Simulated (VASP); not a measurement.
Given:

```
CELL_PARAMETERS angstrom
      0.00000     2.69680     2.69680
      2.69680     0.00000     2.69680
      2.69680     2.69680     0.00000
ATOMIC_POSITIONS crystal
  Ga 0.00000 0.00000 0.00000
  P  0.25000 0.25000 0.25000
```

These are LDA (Ceperley-Alder, Perdew-Zunger), VASP's LDA PAW potentials (set 64) (plane waves; VASP) values and carry that method's errors. Run with 520 eV cut-off, 8×8×8 Γ-centred mesh, Gaussian smearing of 0.050 eV, potentials Ga_d P.

Problem. What does the run give for the energy per atom (σ→0), band gap (on the k-mesh) with the smallest direct gap where there is one?

Solution. 
band gap (on the k-mesh): 1.43 eV
smallest direct gap (on the k-mesh): 1.90 eV
energy per atom (σ→0): -5.225 eV/atom

Only differences to runs with the same potentials and settings are physical.

The compound is GaP in the zinc blende structure. It was relaxed first. The start is the result of an earlier pass.
